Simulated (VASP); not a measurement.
Calculation: PBEsol GGA, VASP's PBE PAW potentials (set 64) (plane waves; VASP 6.6.1).

VASP ran on this input.

**POSCAR**
```
TiCo(110) slab
1
    2.9305019834     0.0000000000     0.0000000000
    0.0000000000     4.1443560891     0.0000000000
    0.0000000000     0.0000000000    25.0624037193
Ti Co
5 5
Direct
  0.0000000000   0.5000000000   0.3327287498
  0.0000000000   0.0000000000   0.4172912127
  1.0000000000   0.5000000000   0.5000000000
  0.0000000000   0.0000000000   0.5827087873
  0.0000000000   0.5000000000   0.6672712502
  0.5000000000   0.0000000000   0.3440853079
  0.5000000000   0.5000000000   0.4159337293
  0.5000000000   0.0000000000   0.5000000000
  0.5000000000   0.5000000000   0.5840662707
  0.5000000000   0.0000000000   0.6559146921
```

**KPOINTS**
```
Automatic mesh
0
Gamma
9 7 1
0 0 0
```

INCAR:
```
ALGO=Normal
DIPOL=0.5 0.5 0.5
EDIFF=1E-6
ENCUT=400
GGA=PS
IDIPOL=3
ISMEAR=1
LASPH=.True.
LCHARG=.False.
LDIPOL=.True.
LMAXMIX=4
LORBIT=11
LREAL=.False.
LVHAR=.True.
LWAVE=.False.
NELM=100
NELMIN=4
PREC=Normal
SIGMA=0.1
SYSTEM=TiCo(110) slab
```

POTCAR, in this order: Ti_sv Co (PBE.64 set). Program: vasp_std. Read from the step before: WAVECAR.

What VASP printed:

### OUTCAR
```
 ion  position               nearest neighbor table
   1  0.000  0.500  0.333-   7 2.55   7 2.55   6 2.55   6 2.55   6 2.55   6 2.55
   2  0.000  0.000  0.417-   6 2.35   6 2.35   7 2.54   7 2.54   7 2.54   7 2.54   8 2.54   8 2.54
  LATTYP: Found a simple orthorhombic cell.
 ALAT       =     2.9305019834
 B/A-ratio  =     1.4142137124
 C/A-ratio  =     8.5522561873
 Subroutine PRICEL returns:
 Original cell was already a primitive cell.
 Subroutine GETGRP returns: Found  8 space group operations
The static configuration has the point symmetry D_2h.
The dynamic configuration has the point symmetry D_2h.
 Subroutine INISYM returns: Found  8 space group operations
 Subroutine IBZKPT returns following result:
 Found     20 irreducible k-points:

 Following reciprocal coordinates:
            Coordinates               Weight
  0.000000  0.000000  0.000000      1.000000
  0.111111  0.000000  0.000000      2.000000
  0.222222  0.000000  0.000000      2.000000
  0.333333  0.000000  0.000000      2.000000
  0.444444  0.000000  0.000000      2.000000
  0.000000  0.142857  0.000000      2.000000
  0.111111  0.142857  0.000000      4.000000
  0.222222  0.142857  0.000000      4.000000
  0.333333  0.142857  0.000000      4.000000
  0.444444  0.142857  0.000000      4.000000
  0.000000  0.285714  0.000000      2.000000
  0.111111  0.285714  0.000000      4.000000
  0.222222  0.285714  0.000000      4.000000
  0.333333  0.285714  0.000000      4.000000
  0.444444  0.285714  0.000000      4.000000
  0.000000  0.428571  0.000000      2.000000
  0.111111  0.428571  0.000000      4.000000
  0.222222  0.428571  0.000000      4.000000
  0.333333  0.428571  0.000000      4.000000
  0.444444  0.428571  0.000000      4.000000
   k-points           NKPTS =     20   k-points in BZ     NKDIM =     20   number of bands    NBANDS=     63
   number of dos      NEDOS =    301   number of ions     NIONS =     10
...
```

File OSZICAR:
```
       N       E                     dE             d eps       ncg     rms          rms(c)
DAV:   1    -0.814830257208E+02   -0.81483E+02   -0.12619E-03  4160   0.329E-01    0.196E-01
DAV:   2    -0.814988414506E+02   -0.15816E-01   -0.89758E-02  4136   0.277E+00    0.151E+00
DAV:   3    -0.814825219583E+02    0.16319E-01   -0.65871E-02  4297   0.246E+00    0.591E-02
DAV:   4    -0.814827427435E+02   -0.22079E-03   -0.12660E-03  3666   0.168E-01    0.418E-02
DAV:   5    -0.814827565586E+02   -0.13815E-04   -0.19856E-04  3601   0.125E-01    0.380E-02
DAV:   6    -0.814827505219E+02    0.60367E-05   -0.73369E-05  3531   0.801E-02    0.193E-02
DAV:   7    -0.814827478585E+02    0.26634E-05   -0.18287E-05  3307   0.319E-02    0.682E-03
DAV:   8    -0.814827477233E+02    0.13528E-06   -0.12802E-06  1842   0.998E-03
   1 F= -.81482748E+02 E0= -.81486155E+02  d E =0.102218E-01
```

OUTCAR:
```
------------------------ aborting loop because EDIFF is reached ----------------------------------------
  FORCE on cell =-STRESS in cart. coord.  units (eV):
  Direction    XX          YY          ZZ          XY          YZ          ZX
  --------------------------------------------------------------------------------------
  Total       -4.3975455     -6.3437018     -0.6165579     -0.0000000      0.0000000      0.0000000
  in kB      -23.1472349    -33.3911625     -3.2453585     -0.0000000      0.0000000      0.0000000
  external PRESSURE =     -19.9279186 kB  Pullay stress =       0.0000000 kB
  volume of cell :      304.38
      direct lattice vectors                 reciprocal lattice vectors
     2.930501983  0.000000000  0.000000000     0.341238466  0.000000000  0.000000000
     0.000000000  4.144356089  0.000000000     0.000000000  0.241292007  0.000000000
     0.000000000  0.000000000 25.062403719     0.000000000  0.000000000  0.039900403
 POSITION                                       TOTAL-FORCE (eV/Angst)
 -----------------------------------------------------------------------------------
      0.00000      2.07218      8.33898         0.000000     -0.000000     -0.001400
      0.00000      0.00000     10.45832         0.000000     -0.000000     -0.004604
      0.00000      2.07218     12.53120         0.000000     -0.000000      0.000000
      0.00000      0.00000     14.60408        -0.000000      0.000000      0.004604
      0.00000      2.07218     16.72342         0.000000     -0.000000      0.001400
      1.46525      0.00000      8.62360         0.000000     -0.000000     -0.012886
      1.46525      2.07218     10.42430         0.000000     -0.000000      0.017703
      1.46525      0.00000     12.53120         0.000000     -0.000000      0.000000
      1.46525      2.07218     14.63810         0.000000     -0.000000     -0.017703
      1.46525      0.00000     16.43880         0.000000     -0.000000      0.012886
 -----------------------------------------------------------------------------------
    total drift:                                0.000000     -0.000000      0.000000
  FREE ENERGIE OF THE ION-ELECTRON SYSTEM (eV)
  ---------------------------------------------------
  free  energy   TOTEN  =       -81.4827477233 eV

  energy  without entropy=      -81.4929695111  energy(sigma->0) =      -81.48615499

 total charge

# of ion       s       p       d       tot
------------------------------------------
    1        2.244   6.122   1.870  10.236
    2        2.270   6.215   1.956  10.441
    3        2.260   6.193   1.896  10.350
    4        2.270   6.215   1.956  10.441
    5        2.244   6.122   1.870  10.236
    6        0.552   0.419   7.384   8.354
    7        0.538   0.494   7.361   8.393
    8        0.545   0.472   7.377   8.394
    9        0.538   0.494   7.361   8.393
   10        0.552   0.419   7.384   8.354
--------------------------------------------------
tot         14.012  33.165  46.414  93.591
```
(Selected blocks of OUTCAR.)

The cell is a thin slab with vacuum, built from TiCo (CsCl type): (110) face. The run is not spin-polarised, so no magnetic state was tried.
